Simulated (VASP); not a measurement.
# Quasiparticle energies of BAs in VASP, part 2 of 3

Wanted: how far GW moves the Kohn-Sham levels of BAs. The cell is of the zinc-blende type, one of the forms listed for this formula. The start is a cell from a database of measured crystal structures.

VASP 6.6.1, plane waves and PAW; the level of theory is named at each step.

So far, quasiparticle gap on the mesh (eV): step 3 (G0W0, ENCUTGW 100, bands in the sums 64) 1.78.

## (4) Empty bands

This step: PBE; plane waves and PAW (B_GW, As_GW) (VASP 6.6.1).

The empty bands are made again, for the run that follows.

INCAR reads:

```
SYSTEM = BAs
PREC = Accurate
ENCUT = 340
ISMEAR = 0
SIGMA = 0.01
LREAL = .FALSE.
GGA = PE
NBANDS = 104
ALGO = Exact
NELM = 1
LWAVE = .TRUE.
LCHARG = .FALSE.
LOPTICS = .TRUE.
NEDOS = 1000
CSHIFT = 0.1
```

POSCAR reads:

```
BAs
1.0
    0.0000000000      2.3885000000      2.3885000000
    2.3885000000      0.0000000000      2.3885000000
    2.3885000000      2.3885000000      0.0000000000
B As
1 1
Direct
    0.0000000000      0.0000000000      0.0000000000
    0.2500000000      0.2500000000      0.2500000000
```

KPOINTS reads:

```
Automatic mesh
0
Gamma
6 6 6
0 0 0
```

The projector-augmented-wave data sets are B_GW and As_GW (PBE family, release 64).

Command:

```sh
$ mpirun -np 8 vasp_std
```

The log of the run:

```text
[banner, memory and clock lines left out]
running    8 mpi-ranks, on    1 nodes
[...]
[... a notice as in an earlier step ...]

 LDA part: xc-table for (Slater+PW92), standard interpolation
 found WAVECAR, reading the header
  number of bands has changed, file:    10 present:   104
  trying to continue reading WAVECAR, but it might fail
 POSCAR, INCAR and KPOINTS ok, starting setup
[...]
reading WAVECAR
 random initialization beyond band           10
 the WAVECAR file was read successfully
 initial charge from wavefunction
 entering main loop
       N       E                     dE             d eps       ncg     rms          rms(c)
DIA:   1    -0.113813020636E+02   -0.11381E+02    0.00000E+00     0   0.000E+00
   1 F= -.11381302E+02 E0= -.11381302E+02  d E =-.173400E-22
 writing wavefunctions
 optical routines
 imaginary and real dielectric function
 recalculating local potential from charge density
 direction            1
 direction            2
 direction            3
```

Elapsed: 2.2 s, on 8 MPI ranks of Intel Xeon 6975P-C (Granite Rapids), shared host; peak memory 0.87 GiB.

From OUTCAR (step 4):

```text
  Total        0.4972373      0.4972373      0.4972373      0.0000000      0.0000000      0.0000000
  in kB       29.2326763     29.2326763     29.2326763      0.0000000      0.0000000      0.0000000
  external PRESSURE =      29.2326763 kB  Pullay stress =       0.0000000 kB

 POSITION                                       TOTAL-FORCE (eV/Angst)
 -----------------------------------------------------------------------------------
      0.00000      0.00000      0.00000         0.000000      0.000000     -0.000000
      1.19425      1.19425      1.19425        -0.000000     -0.000000      0.000000
 -----------------------------------------------------------------------------------
    total drift:                                0.000001      0.000001      0.000000

  FREE ENERGIE OF THE ION-ELECTRON SYSTEM (eV)
  ---------------------------------------------------
  free  energy   TOTEN  =       -11.3813020636 eV

  energy  without entropy=      -11.3813020636  energy(sigma->0) =      -11.38130206

[... 1 part as in an earlier step ...]

[... 2 further parts left out ...]
[key lines of the parts left out:]
E-fermi :   6.2398
```

WAVECAR now holds 104 bands for 8 electrons.

## (5) G0W0, ENCUTGW 140, bands in the sums 104

This step: G0W0 on PBE; plane waves and PAW (B_GW, As_GW) (VASP 6.6.1).

ENCUTGW rises to 140 eV and the bands with it, to about the number of plane waves under that cutoff.

INCAR reads:

```
SYSTEM = BAs
PREC = Accurate
ENCUT = 340
ISMEAR = 0
SIGMA = 0.01
LREAL = .FALSE.
GGA = PE
NBANDS = 104
ALGO = EVGW0
NELMGW = 1
ENCUTGW = 140
NOMEGA = 48
PRECFOCK = Fast
NBANDSGW = 16
LWAVE = .FALSE.
LCHARG = .FALSE.
```

POSCAR is that of step 4.

KPOINTS is that of step 4.

Command:

```sh
$ mpirun -np 8 vasp_std
```

The log of the run:

```text
[banner, memory and clock lines left out]
running    8 mpi-ranks, on    1 nodes
[...]
[... a notice as in an earlier step ...]

|                                                                             |
|           W    W    AA    RRRRR   N    N  II  N    N   GGGG   !!!           |
|           W    W   A  A   R    R  NN   N  II  NN   N  G    G  !!!           |
|           W    W  A    A  R    R  N N  N  II  N N  N  G       !!!           |
|           W WW W  AAAAAA  RRRRR   N  N N  II  N  N N  G  GGG   !            |
|           WW  WW  A    A  R   R   N   NN  II  N   NN  G    G                |
|           W    W  A    A  R    R  N    N  II  N    N   GGGG   !!!           |
|                                                                             |
|     The default for ENCUTGWSOFT is different in this version of VASP.       |
|     please manually set ENCUTGWSOFT =140 in the INCAR file.                 |
|                                                                             |

[...]
total number of BLAS operations        512.32 Gflops
NQ=  12   -0.3333    0.3333    0.0000,
|.........|.........|.........|.........|.........|.........|.........|.........
 performed       6622000 updates of chi_q(r,r)
 total number of BLAS operations        563.90 Gflops
NQ=  13    0.5000    0.5000    0.0000,
|.........|.........|.........|.........|.........|.........|.........|.........
 performed       6947000 updates of chi_q(r,r)
 total number of BLAS operations        594.31 Gflops
NQ=  14    0.5000    0.3333    0.1667,
|.........|.........|.........|.........|.........|.........|.........|.........
 performed       7785000 updates of chi_q(r,r)
 total number of BLAS operations        662.73 Gflops
NQ=  15   -0.3333    0.3333    0.1667,
|.........|.........|.........|.........|.........|.........|.........|.........
 performed       8570000 updates of chi_q(r,r)
 total number of BLAS operations        730.67 Gflops
NQ=  16   -0.3333    0.5000    0.1667,
|.........|.........|.........|.........|.........|.........|.........|.........
 performed       9205000 updates of chi_q(r,r)
 total number of BLAS operations        785.65 Gflops
 resolving degeneracies of screened two electron integrals

 calculate QP shifts <psi_nk| G(iteration)W_0 |psi_nk>: iteration 1
 entering main loop
[key lines of the parts left out:]
E-fermi :   6.8067
```

The job ended after 29 s (8 MPI ranks; peak memory 1.4 GiB).

Parts of OUTCAR (step 5):

```text
 QP shifts <psi_nk| G(iteration)W_0 |psi_nk>: iteration 1
 for sc-GW calculations column KS-energies equals QP-energies in previous step
 and V_xc(KS)=  KS-energies - (<T + V_ion + V_H > + <T+V_H+V_ion>^1  + <V_x>^1)
 k-point   1 :       0.0000    0.0000    0.0000
  band No.  KS-energies  QP-energies   sigma(KS)   V_xc(KS)     V^pw_x(r,r')   Z            occupation Imag(sigma)
      1      -9.2365      -9.9894     -12.7344     -11.6549     -19.6016       0.6974       2.0000       1.2382
      2       6.1743       5.6725     -13.2241     -12.5865     -13.9902       0.7869       2.0000       0.0746
      3       6.1743       5.6725     -13.2241     -12.5865     -13.9902       0.7869       2.0000       0.0746
      4       6.1743       5.6725     -13.2241     -12.5865     -13.9902       0.7869       2.0000       0.0746
      5       9.4405       9.7582     -10.9845     -11.3898      -6.7578       0.7841       0.0000      -0.0621
      6       9.4405       9.7582     -10.9845     -11.3898      -6.7578       0.7841       0.0000      -0.0621
      7       9.4405       9.7582     -10.9845     -11.3898      -6.7578       0.7841       0.0000      -0.0621
      8      10.8291      11.4106     -11.8533     -12.6195      -6.6662       0.7589       0.0000      -0.0972
    ...

[... 1 part as in an earlier step ...]

[... 2 further parts left out ...]
[key lines of the parts left out:]
E-fermi :   6.8067
```

The gap is now 1.859 eV, +78 meV against the GW run before. Spin-orbit coupling is left out.

## (6) Empty bands

This step: PBE; plane waves and PAW (B_GW, As_GW) (VASP 6.6.1).

The empty bands are made again, for the run that follows.

INCAR reads:

```
SYSTEM = BAs
PREC = Accurate
ENCUT = 340
ISMEAR = 0
SIGMA = 0.01
LREAL = .FALSE.
GGA = PE
NBANDS = 152
ALGO = Exact
NELM = 1
LWAVE = .TRUE.
LCHARG = .FALSE.
LOPTICS = .TRUE.
NEDOS = 1000
CSHIFT = 0.1
```

POSCAR is that of step 5.

KPOINTS is that of step 5.

Command:

```sh
$ mpirun -np 8 vasp_std
```

The log of the run:

```text
[banner, memory and clock lines left out]
running    8 mpi-ranks, on    1 nodes
[...]
[... a notice as in an earlier step ...]

 LDA part: xc-table for (Slater+PW92), standard interpolation
 found WAVECAR, reading the header
  number of bands has changed, file:    10 present:   152
  trying to continue reading WAVECAR, but it might fail
 POSCAR, INCAR and KPOINTS ok, starting setup
[...]
reading WAVECAR
 random initialization beyond band           10
 the WAVECAR file was read successfully
 initial charge from wavefunction
 entering main loop
       N       E                     dE             d eps       ncg     rms          rms(c)
[... 1 cycle as in an earlier step ...]
   1 F= -.11381302E+02 E0= -.11381302E+02  d E =-.127480E-18
 writing wavefunctions
 optical routines
 imaginary and real dielectric function
 recalculating local potential from charge density
 direction            1
 direction            2
 direction            3
```

Wall time 2.4 s (8 MPI ranks); peak memory 0.85 GiB; 11 s of CPU time.

From OUTCAR (step 6):

```text
  Total        0.4972373      0.4972373      0.4972373      0.0000000     -0.0000000      0.0000000
  in kB       29.2326763     29.2326763     29.2326763      0.0000000     -0.0000000      0.0000000
  external PRESSURE =      29.2326763 kB  Pullay stress =       0.0000000 kB

 POSITION                                       TOTAL-FORCE (eV/Angst)
 -----------------------------------------------------------------------------------
      0.00000      0.00000      0.00000         0.000000      0.000000      0.000000
      1.19425      1.19425      1.19425        -0.000000     -0.000000     -0.000000
 -----------------------------------------------------------------------------------
    total drift:                                0.000001      0.000001      0.000000

[... 3 parts as in an earlier step ...]

[... 2 further parts left out ...]
[key lines of the parts left out:]
E-fermi :   6.2326
```

WAVECAR now holds 152 bands for 8 electrons.

## (7) G0W0, ENCUTGW 180, bands in the sums 152

This step: G0W0 on PBE; plane waves and PAW (B_GW, As_GW) (VASP 6.6.1).

ENCUTGW rises to 180 eV and the bands with it, to about the number of plane waves under that cutoff.

INCAR reads:

```
SYSTEM = BAs
PREC = Accurate
ENCUT = 340
ISMEAR = 0
SIGMA = 0.01
LREAL = .FALSE.
GGA = PE
NBANDS = 152
ALGO = EVGW0
NELMGW = 1
ENCUTGW = 180
NOMEGA = 48
PRECFOCK = Fast
NBANDSGW = 16
LWAVE = .FALSE.
LCHARG = .FALSE.
```

POSCAR is that of step 6.

KPOINTS is that of step 6.

Command:

```sh
$ mpirun -np 8 vasp_std
```

The log of the run:

```text
[banner, memory and clock lines left out]
running    8 mpi-ranks, on    1 nodes
[...]
[... a notice as in an earlier step ...]

|                                                                             |
|           W    W    AA    RRRRR   N    N  II  N    N   GGGG   !!!           |
|           W    W   A  A   R    R  NN   N  II  NN   N  G    G  !!!           |
|           W    W  A    A  R    R  N N  N  II  N N  N  G       !!!           |
|           W WW W  AAAAAA  RRRRR   N  N N  II  N  N N  G  GGG   !            |
|           WW  WW  A    A  R   R   N   NN  II  N   NN  G    G                |
|           W    W  A    A  R    R  N    N  II  N    N   GGGG   !!!           |
|                                                                             |
|     The default for ENCUTGWSOFT is different in this version of VASP.       |
|     please manually set ENCUTGWSOFT =180 in the INCAR file.                 |
|                                                                             |

[...]
total number of BLAS operations       1618.16 Gflops
NQ=  12   -0.3333    0.3333    0.0000,
|.........|.........|.........|.........|.........|.........|.........|.........
 performed       9716000 updates of chi_q(r,r)
 total number of BLAS operations       1767.69 Gflops
NQ=  13    0.5000    0.5000    0.0000,
|.........|.........|.........|.........|.........|.........|.........|.........
 performed      10195000 updates of chi_q(r,r)
 total number of BLAS operations       1854.00 Gflops
NQ=  14    0.5000    0.3333    0.1667,
|.........|.........|.........|.........|.........|.........|.........|.........
 performed      11423000 updates of chi_q(r,r)
 total number of BLAS operations       2075.14 Gflops
NQ=  15   -0.3333    0.3333    0.1667,
|.........|.........|.........|.........|.........|.........|.........|.........
 performed      12573000 updates of chi_q(r,r)
 total number of BLAS operations       2282.27 Gflops
NQ=  16   -0.3333    0.5000    0.1667,
|.........|.........|.........|.........|.........|.........|.........|.........
 performed      13504000 updates of chi_q(r,r)
 total number of BLAS operations       2450.00 Gflops
 resolving degeneracies of screened two electron integrals

 calculate QP shifts <psi_nk| G(iteration)W_0 |psi_nk>: iteration 1
 entering main loop
[key lines of the parts left out:]
E-fermi :   6.8067
```

Wall time 39 s (8 MPI ranks); peak memory 1.6 GiB.

Parts of OUTCAR (step 7):

```text
 QP shifts <psi_nk| G(iteration)W_0 |psi_nk>: iteration 1
 for sc-GW calculations column KS-energies equals QP-energies in previous step
 and V_xc(KS)=  KS-energies - (<T + V_ion + V_H > + <T+V_H+V_ion>^1  + <V_x>^1)
 k-point   1 :       0.0000    0.0000    0.0000
  band No.  KS-energies  QP-energies   sigma(KS)   V_xc(KS)     V^pw_x(r,r')   Z            occupation Imag(sigma)
      1      -9.2365     -10.0448     -12.8143     -11.6549     -19.6016       0.6971       2.0000       1.2062
      2       6.1743       5.5821     -13.3392     -12.5865     -13.9902       0.7867       2.0000       0.0438
      3       6.1743       5.5821     -13.3392     -12.5865     -13.9902       0.7867       2.0000       0.0438
      4       6.1743       5.5821     -13.3392     -12.5865     -13.9902       0.7867       2.0000       0.0438
      5       9.4405       9.6946     -11.0655     -11.3898      -6.7578       0.7837       0.0000      -0.0796
      6       9.4405       9.6946     -11.0655     -11.3898      -6.7578       0.7837       0.0000      -0.0796
      7       9.4405       9.6946     -11.0655     -11.3898      -6.7578       0.7837       0.0000      -0.0796
      8      10.8291      11.3180     -11.9746     -12.6195      -6.6662       0.7580       0.0000      -0.1180
    ...

[... 1 part as in an earlier step ...]

[... 2 further parts left out ...]
[key lines of the parts left out:]
E-fermi :   6.8067
```

The gap is now 1.897 eV, +38 meV against the GW run before. Spin-orbit coupling is left out.

## (8) Empty bands

This step: PBE; plane waves and PAW (B_GW, As_GW) (VASP 6.6.1).

The empty bands are made again, for the run that follows.

INCAR reads:

```
SYSTEM = BAs
PREC = Accurate
ENCUT = 340
ISMEAR = 0
SIGMA = 0.01
LREAL = .FALSE.
GGA = PE
NBANDS = 208
ALGO = Exact
NELM = 1
LWAVE = .TRUE.
LCHARG = .FALSE.
LOPTICS = .TRUE.
NEDOS = 1000
CSHIFT = 0.1
```

POSCAR is that of step 7.

KPOINTS is that of step 7.

Command:

```sh
$ mpirun -np 8 vasp_std
```

The log of the run:

```text
[banner, memory and clock lines left out]
running    8 mpi-ranks, on    1 nodes
[...]
[... a notice as in an earlier step ...]

 LDA part: xc-table for (Slater+PW92), standard interpolation
 found WAVECAR, reading the header
  number of bands has changed, file:    10 present:   208
  trying to continue reading WAVECAR, but it might fail
 POSCAR, INCAR and KPOINTS ok, starting setup
[...]
reading WAVECAR
 random initialization beyond band           10
 the WAVECAR file was read successfully
 initial charge from wavefunction
 entering main loop
       N       E                     dE             d eps       ncg     rms          rms(c)
[... 1 cycle as in an earlier step ...]
   1 F= -.11381302E+02 E0= -.11381302E+02  d E =-.674065-176
 writing wavefunctions
 optical routines
 imaginary and real dielectric function
 recalculating local potential from charge density
 direction            1
 direction            2
 direction            3
```

Wall time 1.6 s (8 MPI ranks); peak memory 0.87 GiB; 8 s of CPU time.

Parts of OUTCAR (step 8):

```text
  Total        0.4972373      0.4972373      0.4972373     -0.0000000      0.0000000      0.0000000
  in kB       29.2326763     29.2326763     29.2326763     -0.0000000      0.0000000      0.0000000
  external PRESSURE =      29.2326763 kB  Pullay stress =       0.0000000 kB

[... 4 parts as in an earlier step ...]

[... 2 further parts left out ...]
[key lines of the parts left out:]
E-fermi :   6.3733
```

WAVECAR now holds 208 bands for 8 electrons.

(Part 2 of 3 ends here.)

[Lines on the potential files, build, host, timing and source positions are cut from VASP's logs without a mark.]

[Logs are printed without paths, hosts, clocks, repeated set-up lines and the standing remarks that a program may print on its own settings, such as how far it seeks lower states.]

[Hosts, paths, dates, database ids (printed as entryN), source tags and the programs' standing remarks are cut or masked in the printed files.]

[Pressures printed for these runs are not shown converged in the cutoff: they can be off by several GPa and have the wrong sign.]
